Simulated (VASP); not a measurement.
Energy against volume of Cr (bcc, AFM order). These are optB86b-vdW, VASP's PBE PAW potentials (set 64) (plane waves; VASP) values and carry that method's errors. Settings: 520 eV cut-off, 13×13×13 Γ-centred mesh, first-order Methfessel-Paxton smearing of 0.10 eV, potentials Cr_pv.

| V (Å³/atom) | E (eV/atom) |
|---|---|
| 10.931 | -6.71404 |
| 11.269 | -6.72421 |
| 11.607 | -6.71692 |
| 11.945 | -6.69465 |

Fit these four points and predict the energy of the run at 10.593 Å³/atom.

A cubic in V^(−2/3), the third-order Birch-Murnaghan form, passes through the four points with V0 = 11.29 Å³/atom and B0 = 273 GPa, and gives -6.6835 eV/atom there. The run gave -6.6836 eV/atom, -0.1 meV/atom from the fit; all five points give B0 = 273 GPa.

The compound is Cr in the bcc, AFM order structure. It was relaxed first, which changed the volume by -5 %.
